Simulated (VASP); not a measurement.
Output of a VASP run:

### OSZICAR
```
...
DAV:  15    -0.223539421622E+02    0.83432E-04   -0.16816E-05   996   0.429E-02    0.222E-02
DAV:  16    -0.223538137739E+02    0.12839E-03   -0.25954E-05   916   0.633E-02    0.382E-03
DAV:  17    -0.223538135701E+02    0.20386E-06   -0.11353E-05   844   0.516E-02    0.278E-03
DAV:  18    -0.223538052403E+02    0.83298E-05   -0.73578E-07   592   0.132E-02    0.200E-03
DAV:  19    -0.223537989060E+02    0.63343E-05   -0.38940E-07   592   0.933E-03    0.840E-04
DAV:  20    -0.223537970317E+02    0.18743E-05   -0.44623E-08   432   0.262E-03    0.537E-04
DAV:  21    -0.223537949165E+02    0.21152E-05   -0.13927E-08   432   0.139E-03    0.305E-04
DAV:  22    -0.223537940902E+02    0.82631E-06   -0.92010E-09   432   0.116E-03
   1 F= -.22353794E+02 E0= -.22353794E+02  d E =-.223538E+02
       N       E                     dE             d eps       ncg     rms          rms(c)
DAV:   1    -0.223592444580E+02   -0.54495E-02   -0.13340E-01   864   0.456E+00    0.471E-01
DAV:   2    -0.223549603218E+02    0.42841E-02   -0.15487E-02   936   0.126E+00    0.178E-01
DAV:   3    -0.223542954134E+02    0.66491E-03   -0.14953E-03  1452   0.519E-01    0.662E-02
DAV:   4    -0.223542055474E+02    0.89866E-04   -0.71036E-04  1372   0.347E-01    0.227E-02
DAV:   5    -0.223542692671E+02   -0.63720E-04   -0.25766E-05   952   0.726E-02    0.195E-02
DAV:   6    -0.223542492551E+02    0.20012E-04   -0.21596E-05   936   0.595E-02    0.165E-02
DAV:   7    -0.223544503169E+02   -0.20106E-03   -0.74337E-05  1296   0.853E-02    0.472E-03
DAV:   8    -0.223544710235E+02   -0.20707E-04   -0.16599E-05   872   0.611E-02    0.262E-03
DAV:   9    -0.223544846818E+02   -0.13658E-04   -0.19464E-06   716   0.208E-02    0.133E-03
DAV:  10    -0.223544976520E+02   -0.12970E-04   -0.85359E-07   560   0.136E-02    0.672E-04
DAV:  11    -0.223544909407E+02    0.67112E-05   -0.20942E-07   444   0.551E-03    0.212E-04
DAV:  12    -0.223544923244E+02   -0.13836E-05   -0.39124E-08   420   0.198E-03    0.153E-04
DAV:  13    -0.223544933917E+02   -0.10673E-05   -0.20109E-08   420   0.162E-03    0.473E-05
DAV:  14    -0.223544936708E+02   -0.27911E-06   -0.86385E-09   420   0.772E-04
   2 F= -.22354494E+02 E0= -.22354494E+02  d E =-.699581E-03
       N       E                     dE             d eps       ncg     rms          rms(c)
DAV:   1    -0.223545330071E+02   -0.39615E-04   -0.60569E-04   864   0.308E-01    0.317E-02
DAV:   2    -0.223544930596E+02    0.39948E-04   -0.70483E-05   948   0.853E-02    0.121E-02
DAV:   3    -0.223544923601E+02    0.69951E-06   -0.67165E-06  1356   0.351E-02
   3 F= -.22354492E+02 E0= -.22354492E+02  d E =-.698270E-03
       N       E                     dE             d eps       ncg     rms          rms(c)
DAV:   1    -0.223550076136E+02   -0.51455E-03   -0.12195E-02   848   0.138E+00    0.144E-01
DAV:   2    -0.223544780109E+02    0.52960E-03   -0.14481E-03   936   0.384E-01    0.537E-02
DAV:   3    -0.223544288594E+02    0.49152E-04   -0.13770E-04  1432   0.156E-01    0.198E-02
DAV:   4    -0.223543903864E+02    0.38473E-04   -0.66770E-05  1408   0.104E-01    0.739E-03
DAV:   5    -0.223543932036E+02   -0.28172E-05   -0.16663E-06   772   0.188E-02    0.652E-03
DAV:   6    -0.223543676818E+02    0.25522E-04   -0.47608E-06  1008   0.254E-02    0.460E-03
DAV:   7    -0.223543456698E+02    0.22012E-04   -0.84265E-06  1188   0.326E-02    0.127E-03
DAV:   8    -0.223543462611E+02   -0.59133E-06   -0.11848E-06   660   0.176E-02
   4 F= -.22354346E+02 E0= -.22354346E+02  d E =-.552171E-03
```

File OUTCAR:
```
------------------------ aborting loop because EDIFF is reached ----------------------------------------
  FORCE on cell =-STRESS in cart. coord.  units (eV):
  Direction    XX          YY          ZZ          XY          YZ          ZX
  --------------------------------------------------------------------------------------
  Total       -0.0065684     -0.0065684     -0.0065684      0.0000000      0.0000000      0.0000000
  in kB       -0.3798557     -0.3798557     -0.3798557      0.0000000      0.0000000      0.0000000
  external PRESSURE =      -0.3798557 kB  Pullay stress =       0.0000000 kB
  volume of cell :       27.70
      direct lattice vectors                 reciprocal lattice vectors
     0.000000000  2.401641564  2.401641564    -0.208190934  0.208190934  0.208190934
     2.401641564  0.000000000  2.401641564     0.208190934 -0.208190934  0.208190934
     2.401641564  2.401641564 -0.000000000     0.208190934  0.208190934 -0.208190934
  FREE ENERGIE OF THE ION-ELECTRON SYSTEM (eV)
  ---------------------------------------------------
  free  energy   TOTEN  =       -22.3543462611 eV

  energy  without entropy=      -22.3543462611  energy(sigma->0) =      -22.35434626

 reached required accuracy - stopping structural energy minimisation
```
(Selected blocks of OUTCAR.)

### POSCAR
```
CaO
1
    0.0000000000     2.4050000000     2.4050000000
    2.4050000000     0.0000000000     2.4050000000
    2.4050000000     2.4050000000     0.0000000000
Ca O
1 1
Direct
  0.0000000000   0.0000000000   0.0000000000
  0.5000000000   0.5000000000   0.5000000000
```

Question: Write an INCAR and KPOINTS that could have produced this output.

Answer: One answer among several that fit: the input of the run itself, SCAN meta-GGA, plane waves, VASP's PBE PAW potentials (set 64).

### KPOINTS
```
Regular mesh
0
gamma
 9 9 9
0 0 0
```

INCAR:
```
# general
SYSTEM =CaO
PREC   =Accurate
ENCUT  =520   # plane-wave cut-off (eV)
LREAL  =.False.   # projection in real space or not
LASPH  =.True.   # aspherical one-centre terms

# electronic loop
EDIFF  =1E-6
NELM   =100   # most electronic steps
ALGO   =Normal   # blocked Davidson
LMIXTAU=.True.

# smearing
ISMEAR =0   # Gaussian
SIGMA  =0.05   # width (eV)

# functional
METAGGA=SCAN

# ions
IBRION =2
NSW    =60   # most ionic steps
ISIF   =3
EDIFFG =-0.01

# output
LWAVE  =.False.
LCHARG =.False.
```

POTCAR, in this order: Ca_sv O (PBE.64 set). Program: vasp_std.

The compound is CaO in the rock salt structure. This run relaxes it. Symmetry was kept, so distortions that lower it aren't found.
